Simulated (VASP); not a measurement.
The system is SrTiO3.

```
Sr Ti O
1.0
     3.90528    0.00000    0.00000
     0.00000    3.90528    0.00000
     0.00000    0.00000    3.90528
Sr Ti O
1 1 3
Direct
  0.50000 0.50000 0.50000
  0.00000 0.00000 0.00000
  0.50000 0.00000 0.00000
  0.00000 0.50000 0.00000
  0.00000 0.00000 0.50000
```

| Item | Value |
| --- | --- |
| Program | VASP 6.6.1 |
| Task | relaxation of cell and atoms |
| Functional | PBE |
| Potentials or basis | VASP PAW PBE potentials, release 64 (Sr_sv, Ti_sv, O) |
| Cutoff | 600 eV |
| k mesh | 8 × 8 × 8 |
| Occupations | gaussian, width 0.02 eV |
| Spin | no spin polarisation |

At the start: pressure 4.4 GPa; volume 11.91 Å³/atom.

Problem. How do energy, volume and symmetry change on relaxing?

Solution. Over 4 steps the energy falls by 5.1 meV/atom and the volume is 12.23 Å³/atom (+2.7 %); space group Pm-3m (No. 221, to 0.05 Å).

The path:
```
step  energy change (eV)  largest force (eV/Å)  pressure (GPa)  volume (Å³)
   1              0.0000                0.0000            4.44        59.56
   2             -0.0119                0.0000           -3.38        62.45
   3             -0.0256                0.0000           -0.30        61.27
   4             -0.0257                0.0000            0.00        61.16
```

Final structure:
```
Sr Ti O
1.0
     3.93995    0.00000    0.00000
     0.00000    3.93995    0.00000
     0.00000    0.00000    3.93995
Sr Ti O
1 1 3
Direct
  0.50000 0.50000 0.50000
  0.00000 0.00000 0.00000
  0.50000 0.00000 0.00000
  0.00000 0.50000 0.00000
  0.00000 0.00000 0.50000
```
